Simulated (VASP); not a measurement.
Set up this calculation in VASP 6.6.1, as the native input.

```
Task                   : relaxation of cell and atoms
Functional             : PBE
Potentials or basis    : VASP PAW PBE potentials, release 64 (Al, N)
Cutoff                 : 520 eV
k mesh                 : 12 × 12 × 12
Occupations            : gaussian, width 0.02 eV
Spin                   : no spin polarisation
Further INCAR settings : ALGO = Fast; EDIFF = 1e-07; AMIX = 0.2; IBRION = 2; EDIFFG = -0.002; NSW = 80; ISIF = 3
```

The structure of AlN lies in POSCAR:

```
AlN                                     
1.0
    0.0000000000      2.2005750949      2.2005750949
    2.2005750949     -0.0000000000      2.2005750949
    2.2005750949      2.2005750949      0.0000000000
  Al              N             
     1     1
Direct
     0.0000000000000000    0.0000000000000000    0.0000000000000000
     0.7500000000000000    0.7500000000000000    0.7500000000000000
```

Measurements of this composition are mostly on another form, of space group No. 186.

These files were run (other wordings do the same):

INCAR

```
  ALGO = Fast
  AMIX = 0.2
  EDIFF = 1E-7
  EDIFFG = -0.002
  ENCUT = 520
  GGA = PE
  IBRION = 2
  ISIF = 3
  ISMEAR = 0
  LASPH = T
  LCHARG = F
  LREAL = F
  LWAVE = F
  NELM = 100
  NSW = 80
  PREC = Accurate
  SIGMA = 0.02
```

KPOINTS

```
k-points
0
Gamma
  12 12 12
```

Potentials or basis: VASP PAW PBE potentials, release 64 (Al, N).

Run with:

```console
$ cat potpaw_PBE.64/Al/POTCAR potpaw_PBE.64/N/POTCAR > POTCAR
$ mpirun -np 1 vasp_std > vasp.out
```

Results of the run:

The pressure after relaxing is 0.0 GPa and the band gap on the k mesh is 3.31 eV, indirect (least direct gap 4.00 eV).

Caveat: the relaxation stopped at its first step, so nothing moved.

Wall time 6.5 s on 1 thread of Intel(R) Xeon(R) Platinum 8488C (Sapphire Rapids), on a shared host, peak memory 0.13 GiB.
